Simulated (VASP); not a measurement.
# Ga15NiN16 (a cell with a defect) in VASP: a series of runs, part 2 of 3

VASP 6.6.1. The steps go on from the part before.

## (5) Single point, PBEsol+U, collinear spin, ferromagnetic start

The input, INCAR:

```
PREC = Accurate
ENCUT = 450
EDIFF = 1E-5
ISMEAR = 0
SIGMA = 0.03
LREAL = Auto
LASPH = True
NELM = 120
ALGO = Normal
ISIF = 2
LWAVE = False
LCHARG = False
ISPIN = 2
MAGMOM = 3 0 0 0 0 0 0 0 0 0 0 0 0 0 0 0 0 0 0 0 0 0 0 0 0 0 0 0 0 0 0 0
LORBIT = 11
NUPDOWN = 3
LMAXMIX = 4
LDAU = True
LDAUTYPE = 2
LDAUL = 2 -1 -1
LDAUU = 5 0 0
LDAUJ = 0 0 0
LDAUPRINT = 1
GGA = PS
KPAR = 4
```

The input, KPOINTS:

```
Automatic mesh
0
Gamma
  3 3 2
```

The input, POSCAR:

```
Ga15NiN16
1.0
    6.3800000000      0.0000000000      0.0000000000
   -3.1900000000      5.5252420762      0.0000000000
    0.0000000000      0.0000000000     10.3780000000
Ni Ga N
1 15 16
Direct
    0.3333333333      0.1666666667      0.0000000000
    0.3333333333      0.1666666667      0.5000000000
    0.3333333333      0.6666666667      0.0000000000
    0.3333333333      0.6666666667      0.5000000000
    0.8333333333      0.1666666667      0.0000000000
    0.8333333333      0.1666666667      0.5000000000
    0.8333333333      0.6666666667      0.0000000000
    0.8333333333      0.6666666667      0.5000000000
    0.1666666667      0.3333333333      0.2500000000
    0.1666666667      0.3333333333      0.7500000000
    0.1666666667      0.8333333333      0.2500000000
    0.1666666667      0.8333333333      0.7500000000
    0.6666666667      0.3333333333      0.2500000000
    0.6666666667      0.3333333333      0.7500000000
    0.6666666667      0.8333333333      0.2500000000
    0.6666666667      0.8333333333      0.7500000000
    0.3333333333      0.1666666667      0.1875000000
    0.3333333333      0.1666666667      0.6875000000
    0.3333333333      0.6666666667      0.1875000000
    0.3333333333      0.6666666667      0.6875000000
    0.8333333333      0.1666666667      0.1875000000
    0.8333333333      0.1666666667      0.6875000000
    0.8333333333      0.6666666667      0.1875000000
    0.8333333333      0.6666666667      0.6875000000
    0.1666666667      0.3333333333      0.4375000000
    0.1666666667      0.3333333333      0.9375000000
    0.1666666667      0.8333333333      0.4375000000
    0.1666666667      0.8333333333      0.9375000000
    0.6666666667      0.3333333333      0.4375000000
    0.6666666667      0.3333333333      0.9375000000
    0.6666666667      0.8333333333      0.4375000000
    0.6666666667      0.8333333333      0.9375000000
```

Potentials or basis: VASP PAW PBE potentials, release 64 (Ni, Ga_d, N).

Started as:

```console
$ cat potpaw_PBE.64/Ni/POTCAR potpaw_PBE.64/Ga_d/POTCAR potpaw_PBE.64/N/POTCAR > POTCAR
$ mpirun -np 4 vasp_std > vasp.out
```

OUTCAR:

```text
PREC = Accurate
   ENCUT = 450
   EDIFF = 1E-5
   ISMEAR = 0
   LREAL = Auto
   LASPH = True
   NELM = 120
   ISIF = 2
   ISPIN = 2
   LORBIT = 11
   NUPDOWN = 3
   GGA = PS

 ion  position               nearest neighbor table
   1  0.333  0.167  0.000-  17 1.95  26 1.95  30 1.95  28 1.95
   2  0.333  0.167  0.500-  18 1.95  25 1.95  29 1.95  27 1.95
   3  0.333  0.667  0.000-  19 1.95  28 1.95  32 1.95  26 1.95
   4  0.333  0.667  0.500-  20 1.95  27 1.95  31 1.95  25 1.95
   5  0.833  0.167  0.000-  21 1.95  30 1.95  26 1.95  32 1.95
   6  0.833  0.167  0.500-  22 1.95  29 1.95  25 1.95  31 1.95
[... 24 lines left out ...]
  31  0.667  0.833  0.438-  15 1.95   8 1.95   4 1.95   6 1.95
  32  0.667  0.833  0.938-  16 1.95   7 1.95   3 1.95   5 1.95

  LATTYP: Found a hexagonal cell.
 ALAT       =     6.3800000000
 C/A-ratio  =     1.6266457680

  Lattice vectors:

 A1 = (   6.3800000000,   0.0000000000,   0.0000000000)
 A2 = (  -3.1900000000,   5.5252420762,   0.0000000000)
 A3 = (   0.0000000000,   0.0000000000,  10.3780000000)

Analysis of symmetry for initial positions (statically):
=====================================================================
 Subroutine PRICEL returns:
 Original cell was already a primitive cell.

 Routine SETGRP: Setting up the symmetry group for a
 hexagonal supercell.

 Subroutine GETGRP returns: Found  6 space group operations
 (whereof  2 operations were pure point group operations)
 out of a pool of 24 trial point group operations.

The static configuration has the point symmetry C_1h.
 The point group associated with its full space group is C_3v.

Analysis of symmetry for dynamics (positions and initial velocities):
=====================================================================
 Subroutine PRICEL returns:
[... 265 lines left out ...]
      2     -10.2309      1.00000
      3     -10.1904      1.00000
      4      -9.8852      1.00000
      5      -9.8852      1.00000
      6      -9.8691      1.00000
[... 931 lines left out ...]
    153      11.6801      0.00000
    154      11.6825      0.00000
 Fermi energy:         5.1679762569

 spin component 2

 k-point     1 :       0.0000    0.0000    0.0000
  band No.  band energies     occupation
      1     -10.7525      1.00000
      2     -10.2068      1.00000
      3     -10.1237      1.00000
      4      -9.8668      1.00000
      5      -9.8668      1.00000
      6      -9.8488      1.00000
[... 931 lines left out ...]
    153      11.7156      0.00000
    154      11.7222      0.00000
 [bands above 154 left out]

------------------------ aborting loop because EDIFF is reached ----------------------------------------

  FORCE on cell =-STRESS in cart. coord.  units (eV):
  Direction    XX          YY          ZZ          XY          YZ          ZX
  --------------------------------------------------------------------------------------
  -------------------------------------------------------------------------------------
  Total       -7.6207716     -7.6207716     -4.6179935      0.0000000      0.0000000     -0.0000000
  in kB      -33.3751996    -33.3751996    -20.2245208      0.0000000      0.0000000     -0.0000000
  external PRESSURE =     -28.9916400 kB  Pullay stress =       0.0000000 kB

 VOLUME and BASIS-vectors are now :
 -----------------------------------------------------------------------------
  energy-cutoff  :      450.00
  volume of cell :      365.84
      direct lattice vectors                 reciprocal lattice vectors
     6.380000000  0.000000000  0.000000000     0.156739812  0.090493773  0.000000000
    -3.190000000  5.525242076  0.000000000     0.000000000  0.180987545  0.000000000
     0.000000000  0.000000000 10.378000000     0.000000000  0.000000000  0.096357680

 POSITION                                       TOTAL-FORCE (eV/Angst)
 -----------------------------------------------------------------------------------
      1.59500      0.92087      0.00000         0.000000      0.000000     -0.036163
      1.59500      0.92087      5.18900         0.000000      0.000000     -0.099173
     -0.00000      3.68349      0.00000         0.113626      0.065602     -0.005941
     -0.00000      3.68349      5.18900         0.006826      0.003941     -0.145152
      4.78500      0.92087      0.00000        -0.000000     -0.131205     -0.005941
      4.78500      0.92087      5.18900         0.000000     -0.007882     -0.145152
[... 24 lines left out ...]
      1.59500      4.60437      4.54038         0.000000      0.000000      0.165071
      1.59500      4.60437      9.72938         0.000000      0.000000      0.087514
 -----------------------------------------------------------------------------------
    total drift:                               -0.000010     -0.000007      0.006183

  FREE ENERGIE OF THE ION-ELECTRON SYSTEM (eV)
  ---------------------------------------------------
  free  energy   TOTEN  =      -207.2764886199 eV

  energy  without entropy=     -207.2764886199  energy(sigma->0) =     -207.27648862

 total charge

# of ion       s       p       d       tot
------------------------------------------
    1        0.488   0.579   8.198   9.265
    2        0.789   0.902  10.180  11.872
    3        0.790   0.900  10.177  11.866
    4        0.789   0.902  10.180  11.871
    5        0.790   0.900  10.177  11.866
    6        0.789   0.902  10.180  11.871
[... 24 lines left out ...]
   31        1.223   2.493   0.000   3.716
   32        1.223   2.493   0.000   3.715
--------------------------------------------------
tot         31.924  53.833 160.883 246.641

 magnetization (x)

# of ion       s       p       d       tot
------------------------------------------
    1        0.003   0.098   1.748   1.848
    2       -0.000  -0.001   0.000  -0.001
    3        0.000   0.003   0.010   0.013
    4        0.000   0.001   0.001   0.002
    5        0.000   0.003   0.010   0.013
    6        0.000   0.001   0.001   0.002
[... 24 lines left out ...]
   31        0.000   0.004   0.000   0.004
   32       -0.000   0.001   0.000   0.001
--------------------------------------------------
tot          0.054   0.833   1.808   2.695
```

stdout:

```text
POSCAR found type information on POSCAR NiGaN
 POSCAR found :  3 types and      32 ions
 scaLAPACK will be used
 -----------------------------------------------------------------------------
|                                                                             |
|                                                                             |
|     You enforced a specific xc type in the INCAR file but a different       |
|     I HOPE YOU KNOW WHAT YOU ARE DOING!                                     |
|                                                                             |
 -----------------------------------------------------------------------------

 LDA part: xc-table for (Slater+PW92), standard interpolation
 POSCAR, INCAR and KPOINTS ok, starting setup
 FFT: planning ... GRIDC
 FFT: planning ... GRID_SOFT
 FFT: planning ... GRID
 WAVECAR not read
 entering main loop
```

Wall time 5.8 min (4 MPI ranks of Intel Xeon 6975P-C (Granite Rapids), shared host); peak memory 0.79 GiB.

Results:

* Free energy: -207.2765 eV
* Largest force: 0.342 eV/Å
* Net moment: 3.00 μB per cell
* Site moments: Ni +1.85; Ga -0.00, +0.01, +0.00; N +0.16, +0.00, -0.00, +0.01, +0.18 μB
* Valence electrons inside the program's atomic spheres: Ni 9.27; Ga 11.87; N 3.69, 3.71, 3.72

Forces in eV/Å, atoms in the order of the input:
```
Ni   0.000  0.000 -0.036
Ga   0.000  0.000 -0.099
Ga   0.114  0.066 -0.006
Ga   0.007  0.004 -0.145
Ga   0.000 -0.131 -0.006
Ga   0.000 -0.008 -0.145
Ga  -0.114  0.066 -0.006
Ga  -0.007  0.004 -0.145
Ga  -0.004  0.002 -0.275
Ga   0.096 -0.055 -0.048
Ga   0.000 -0.004 -0.275
Ga   0.000  0.111 -0.048
Ga   0.004  0.002 -0.275
Ga  -0.096 -0.055 -0.048
Ga   0.000  0.000 -0.189
Ga   0.000  0.000 -0.040
N    0.000  0.000 -0.259
N    0.000  0.000  0.037
N   -0.005 -0.003  0.146
N    0.000  0.000  0.111
N    0.000  0.006  0.146
N    0.000  0.000  0.111
N    0.005 -0.003  0.146
N    0.000  0.000  0.111
N    0.001 -0.001  0.151
N    0.253 -0.146  0.178
N    0.000  0.002  0.151
N    0.000  0.292  0.178
N   -0.001 -0.001  0.151
N   -0.253 -0.146  0.178
N    0.000  0.000  0.165
N    0.000  0.000  0.088
```

Eigenvalues of the final occupation matrices:
```tsv
site	spin	trace	eigenvalues
site 1 d	1	4.99	0.98 0.98 1.01 1.01 1.01
site 1 d	2	3.24	0.43 0.43 0.43 0.98 0.98
```

Caveat: the k mesh is coarse (spacing up to 0.38 Å⁻¹), so the values aren't converged; the cutoff is under 1.25 times the usual one of these potentials, so pressure, stress and relaxed cells hold a basis-set (Pulay) error; the PAW data sets were made with another functional, which shifts forces and pressure a little; the cell's inner coordinates are idealised or old, which leaves forces on the atoms; the total moment is fixed, so each spin has its own Fermi level. The state reached can hang on the start; a lower one may exist.

## (6) Single point, PBEsol+U, collinear spin, ferromagnetic start

Changes to INCAR since step 5:

```diff
@@ -13,5 +13,5 @@
 ISPIN = 2
-MAGMOM = 3 0 0 0 0 0 0 0 0 0 0 0 0 0 0 0 0 0 0 0 0 0 0 0 0 0 0 0 0 0 0 0
+MAGMOM = 1 0 0 0 0 0 0 0 0 0 0 0 0 0 0 0 0 0 0 0 0 0 0 0 0 0 0 0 0 0 0 0
 LORBIT = 11
-NUPDOWN = 3
+NUPDOWN = 1
 LMAXMIX = 4
```

KPOINTS is that of step 5.

POSCAR is that of step 5.

Potentials or basis: VASP PAW PBE potentials, release 64 (Ni, Ga_d, N).

Started as:

```console
$ cat potpaw_PBE.64/Ni/POTCAR potpaw_PBE.64/Ga_d/POTCAR potpaw_PBE.64/N/POTCAR > POTCAR
$ mpirun -np 4 vasp_std > vasp.out
```

OUTCAR:

```text
PREC = Accurate
   ENCUT = 450
   EDIFF = 1E-5
   ISMEAR = 0
   LREAL = Auto
   LASPH = True
   NELM = 120
   ISIF = 2
   ISPIN = 2
   LORBIT = 11
   NUPDOWN = 1
   GGA = PS

 ion  position               nearest neighbor table
   1  0.333  0.167  0.000-  17 1.95  26 1.95  30 1.95  28 1.95
   2  0.333  0.167  0.500-  18 1.95  25 1.95  29 1.95  27 1.95
   3  0.333  0.667  0.000-  19 1.95  28 1.95  32 1.95  26 1.95
   4  0.333  0.667  0.500-  20 1.95  27 1.95  31 1.95  25 1.95
   5  0.833  0.167  0.000-  21 1.95  30 1.95  26 1.95  32 1.95
   6  0.833  0.167  0.500-  22 1.95  29 1.95  25 1.95  31 1.95
[... 24 lines left out ...]
  31  0.667  0.833  0.438-  15 1.95   8 1.95   4 1.95   6 1.95
  32  0.667  0.833  0.938-  16 1.95   7 1.95   3 1.95   5 1.95

  LATTYP: Found a hexagonal cell.
 ALAT       =     6.3800000000
 C/A-ratio  =     1.6266457680

  Lattice vectors:

 A1 = (   6.3800000000,   0.0000000000,   0.0000000000)
[... 2178 lines left out ...]
  in kB      -35.6384315    -35.6384315    -12.3440214      0.0000000      0.0000000      0.0000000
  external PRESSURE =     -27.8736281 kB  Pullay stress =       0.0000000 kB

 VOLUME and BASIS-vectors are now :
 -----------------------------------------------------------------------------
  energy-cutoff  :      450.00
  volume of cell :      365.84
      direct lattice vectors                 reciprocal lattice vectors
     6.380000000  0.000000000  0.000000000     0.156739812  0.090493773  0.000000000
    -3.190000000  5.525242076  0.000000000     0.000000000  0.180987545  0.000000000
     0.000000000  0.000000000 10.378000000     0.000000000  0.000000000  0.096357680

 POSITION                                       TOTAL-FORCE (eV/Angst)
 -----------------------------------------------------------------------------------
      1.59500      0.92087      0.00000         0.000000     -0.000000     -0.132501
      1.59500      0.92087      5.18900         0.000000     -0.000000     -0.255767
     -0.00000      3.68349      0.00000         0.148834      0.085929      0.144618
     -0.00000      3.68349      5.18900        -0.011165     -0.006446     -0.193742
      4.78500      0.92087      0.00000         0.000000     -0.171859      0.144618
      4.78500      0.92087      5.18900         0.000000      0.012892     -0.193742
[... 24 lines left out ...]
      1.59500      4.60437      4.54038         0.000000     -0.000000      0.165436
      1.59500      4.60437      9.72938         0.000000     -0.000000      0.048760
 -----------------------------------------------------------------------------------
    total drift:                               -0.000010     -0.000008      0.006173

  FREE ENERGIE OF THE ION-ELECTRON SYSTEM (eV)
  ---------------------------------------------------
  free  energy   TOTEN  =      -206.6865861657 eV

  energy  without entropy=     -206.6827349225  energy(sigma->0) =     -206.68466054

 total charge

# of ion       s       p       d       tot
------------------------------------------
    1        0.468   0.556   8.373   9.397
    2        0.789   0.901  10.180  11.870
    3        0.792   0.897  10.174  11.862
    4        0.789   0.902  10.180  11.872
    5        0.792   0.897  10.174  11.862
    6        0.789   0.902  10.180  11.872
[... 24 lines left out ...]
   31        1.223   2.493   0.000   3.716
   32        1.224   2.489   0.000   3.713
--------------------------------------------------
tot         31.961  53.681 161.040 246.681

 magnetization (x)

# of ion       s       p       d       tot
------------------------------------------
    1        0.005   0.029   0.987   1.021
    2        0.000   0.000  -0.000  -0.000
    3        0.001   0.000  -0.002  -0.001
    4        0.000   0.000  -0.000   0.000
    5        0.001   0.000  -0.002  -0.001
    6        0.000   0.000  -0.000   0.000
[... 24 lines left out ...]
   31        0.000  -0.002   0.000  -0.002
   32       -0.000  -0.008   0.000  -0.009
--------------------------------------------------
tot          0.024  -0.028   0.976   0.972
```

stdout:

```text
POSCAR found type information on POSCAR NiGaN
 POSCAR found :  3 types and      32 ions
 scaLAPACK will be used
 -----------------------------------------------------------------------------
|                                                                             |
|                                                                             |
|     You enforced a specific xc type in the INCAR file but a different       |
|     I HOPE YOU KNOW WHAT YOU ARE DOING!                                     |
|                                                                             |
 -----------------------------------------------------------------------------

 LDA part: xc-table for (Slater+PW92), standard interpolation
 POSCAR, INCAR and KPOINTS ok, starting setup
 FFT: planning ... GRIDC
 FFT: planning ... GRID_SOFT
 FFT: planning ... GRID
 WAVECAR not read
 entering main loop
```

Wall time 5.7 min (4 MPI ranks of Intel Xeon 6975P-C (Granite Rapids), shared host); peak memory 0.79 GiB.

Results:

```
Free energy                                           : -206.6866 eV
Largest force                                         : 0.399 eV/Å
Net moment                                            : 1.00 μB per cell
Site moments                                          : Ni +1.02; Ga -0.00, +0.00; N +0.03, -0.01, -0.00 μB
Valence electrons inside the program's atomic spheres : Ni 9.40; Ga 11.87, 11.86; N 3.69, 3.71, 3.72, 3.67
```

Forces on the atoms (eV/Å):
```
Ni   0.000  0.000 -0.133
Ga   0.000  0.000 -0.256
Ga   0.149  0.086  0.145
Ga  -0.011 -0.006 -0.194
Ga   0.000 -0.172  0.145
Ga   0.000  0.013 -0.194
Ga  -0.149  0.086  0.145
Ga   0.011 -0.006 -0.194
Ga   0.210 -0.121 -0.317
Ga   0.025 -0.014 -0.089
Ga   0.000  0.242 -0.317
Ga   0.000  0.029 -0.089
Ga  -0.210 -0.121 -0.317
Ga  -0.025 -0.014 -0.089
Ga   0.000  0.000 -0.188
Ga   0.000  0.000 -0.101
N    0.000  0.000  0.004
N    0.000  0.000  0.118
N   -0.010 -0.006  0.089
N    0.024  0.014  0.127
N    0.000  0.011  0.089
N    0.000 -0.028  0.127
N    0.010 -0.006  0.089
N   -0.024  0.014  0.127
N   -0.043  0.025  0.249
N    0.102 -0.059  0.103
N    0.000 -0.050  0.249
N    0.000  0.118  0.103
N    0.043  0.025  0.249
N   -0.102 -0.059  0.103
N    0.000  0.000  0.165
N    0.000  0.000  0.049
```

Eigenvalues of the final occupation matrices:
```
    site  spin  trace               eigenvalues
site 1 d     1   4.70  0.88 0.88 0.97 0.97 0.99
site 1 d     2   3.71  0.23 0.77 0.77 0.97 0.97
```

Caveat: the k mesh is coarse (spacing up to 0.38 Å⁻¹), so the values aren't converged; the cutoff is under 1.25 times the usual one of these potentials, so pressure, stress and relaxed cells hold a basis-set (Pulay) error; the PAW data sets were made with another functional, which shifts forces and pressure a little; the cell's inner coordinates are idealised or old, which leaves forces on the atoms; the total moment is fixed, so each spin has its own Fermi level. The state reached can hang on the start; a lower one may exist.

[end of part 2 of 3]
